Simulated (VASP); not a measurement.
Computed with PW91 GGA, VASP's PBE PAW potentials (set 64) (plane waves; VASP).

The input files of a VASP run:

### KPOINTS
```
Automatic
0
Gamma
 9 9 3
```

File POSCAR:
```
La
1.0
  1.8706660481  -3.2400888618   0.0000000000
  1.8706660481   3.2400888618   0.0000000000
  0.0000000000   0.0000000000  12.1378556139
La
4
Cartesian
  1.8706660481   3.2400888618   6.0689278069
  1.8706660481   3.2400888618  12.1378556139
  1.8706660481   1.0800317807   3.0344639035
  1.8706660481  -1.0800317807   9.1033917104
```

**INCAR**
```
SYSTEM=La
PREC=Accurate; ENCUT=520; LREAL=F
LASPH=T
EDIFF=1E-6; NELM=100; ALGO=Normal
LMAXMIX=6
ISMEAR=1; SIGMA=0.1
GGA=91
IBRION=2; NSW=60; ISIF=3
EDIFFG=-0.02
LWAVE=F; LCHARG=F
```

POTCAR, in this order: La (PBE.64 set). Program: vasp_std.

The resulting files:

File OSZICAR:
```
       N       E                     dE             d eps       ncg     rms          rms(c)
DAV:   1     0.566785525500E+03    0.56679E+03   -0.15057E+04  1248   0.231E+03
DAV:   2     0.115187707578E+03   -0.45160E+03   -0.44563E+03  1912   0.452E+02
DAV:   3    -0.305243022911E+01   -0.11824E+03   -0.11736E+03  2258   0.271E+02
DAV:   4    -0.174472149795E+02   -0.14395E+02   -0.14156E+02  2302   0.964E+01
DAV:   5    -0.194600589595E+02   -0.20128E+01   -0.19711E+01  2448   0.333E+01    0.530E+00
DAV:   6    -0.196979363581E+02   -0.23788E+00   -0.26489E+00  2384   0.119E+01    0.271E+00
DAV:   7    -0.197459176516E+02   -0.47981E-01   -0.44263E-01  2392   0.472E+00    0.680E-01
DAV:   8    -0.197563664441E+02   -0.10449E-01   -0.66715E-02  2456   0.168E+00    0.299E-01
DAV:   9    -0.197584968103E+02   -0.21304E-02   -0.11396E-02  2272   0.628E-01    0.159E-01
DAV:  10    -0.197589331749E+02   -0.43636E-03   -0.33941E-03  2280   0.456E-01    0.588E-02
DAV:  11    -0.197588585986E+02    0.74576E-04   -0.71841E-04  2232   0.218E-01    0.232E-02
DAV:  12    -0.197588540140E+02    0.45846E-05   -0.15447E-04  2264   0.761E-02    0.579E-03
DAV:  13    -0.197588543131E+02   -0.29910E-06   -0.22634E-05  1816   0.311E-02    0.334E-03
DAV:  14    -0.197588541936E+02    0.11944E-06   -0.34126E-06  1272   0.136E-02
   1 F= -.19758854E+02 E0= -.19758197E+02  d E =-.197589E+02
       N       E                     dE             d eps       ncg     rms          rms(c)
DAV:   1    -0.197696759053E+02   -0.10822E-01   -0.79616E-01  1872   0.161E+01    0.434E-01
DAV:   2    -0.197635563531E+02    0.61196E-02   -0.24914E-02  2188   0.184E+00    0.237E-01
DAV:   3    -0.197611793612E+02    0.23770E-02   -0.13840E-02  2272   0.121E+00    0.679E-02
DAV:   4    -0.197611597850E+02    0.19576E-04   -0.72484E-04  2152   0.261E-01    0.424E-02
DAV:   5    -0.197611583656E+02    0.14194E-05   -0.55294E-05  2320   0.637E-02    0.149E-02
DAV:   6    -0.197611564201E+02    0.19455E-05   -0.13460E-05  1808   0.365E-02    0.353E-03
DAV:   7    -0.197611565538E+02   -0.13364E-06   -0.15195E-06  1056   0.194E-02
   2 F= -.19761157E+02 E0= -.19760844E+02  d E =-.230236E-02
       N       E                     dE             d eps       ncg     rms          rms(c)
DAV:   1    -0.197671696311E+02   -0.60132E-02   -0.48671E-01  1838   0.126E+01    0.339E-01
DAV:   2    -0.197634467290E+02    0.37229E-02   -0.15089E-02  2160   0.143E+00    0.186E-01
DAV:   3    -0.197619901286E+02    0.14566E-02   -0.85575E-03  2264   0.950E-01    0.532E-02
DAV:   4    -0.197619770605E+02    0.13068E-04   -0.44741E-04  2160   0.206E-01    0.332E-02
DAV:   5    -0.197619755203E+02    0.15402E-05   -0.33650E-05  2176   0.500E-02    0.117E-02
DAV:   6    -0.197619740775E+02    0.14429E-05   -0.92472E-06  1720   0.312E-02    0.283E-03
DAV:   7    -0.197619741798E+02   -0.10232E-06   -0.10211E-06   954   0.181E-02
   3 F= -.19761974E+02 E0= -.19761962E+02  d E =-.311999E-02
```

OUTCAR:
```
------------------------ aborting loop because EDIFF is reached ----------------------------------------
  FORCE on cell =-STRESS in cart. coord.  units (eV):
  Direction    XX          YY          ZZ          XY          YZ          ZX
  --------------------------------------------------------------------------------------
  Total        0.0162680      0.0162680     -0.0659163      0.0000000      0.0000000      0.0000000
  in kB        0.1769693      0.1769694     -0.7170632      0.0000000      0.0000000      0.0000000
  external PRESSURE =      -0.1210415 kB  Pullay stress =       0.0000000 kB
  volume of cell :      147.28
      direct lattice vectors                 reciprocal lattice vectors
     1.879426525 -3.255262457 -0.000000000     0.266038599 -0.153597446 -0.000000000
     1.879426525  3.255262457 -0.000000000     0.266038599  0.153597446 -0.000000000
     0.000000000  0.000000000 12.036628285     0.000000000  0.000000000  0.083079744
 POSITION                                       TOTAL-FORCE (eV/Angst)
 -----------------------------------------------------------------------------------
      0.00000     -0.00000      6.01831        -0.000000     -0.000000      0.000000
      0.00000     -0.00000     -0.00000        -0.000000     -0.000000      0.000000
      1.87943      1.08509      3.00916         0.000000     -0.000000     -0.000000
      1.87943     -1.08509      9.02747        -0.000000      0.000000      0.000000
 -----------------------------------------------------------------------------------
    total drift:                                0.000000      0.000000      0.000000
  FREE ENERGIE OF THE ION-ELECTRON SYSTEM (eV)
  ---------------------------------------------------
  free  energy   TOTEN  =       -19.7619741798 eV

  energy  without entropy=      -19.7619387052  energy(sigma->0) =      -19.76196235

 reached required accuracy - stopping structural energy minimisation
```
(Selected blocks of OUTCAR.)

### CONTCAR
```
La
   1.00000000000000
     1.8794265252810025   -3.2552624565019532   -0.0000000000000000
     1.8794265252810025    3.2552624565019532   -0.0000000000000000
     0.0000000000000000    0.0000000000000000   12.0366282845668664
  La
     4
Direct
     0.0000000000000000    0.0000000000000000    0.5000000000000000
     0.0000000000000000    0.0000000000000000    0.0000000000000000
     0.3333330000000032    0.6666669999999968    0.2500000000000000
     0.6666669999999968    0.3333330000000032    0.7500000000000000
```

The compound is La in the dhcp structure. This run relaxes it. Symmetry was kept, so distortions that lower it aren't found. The start is the result of an earlier pass.
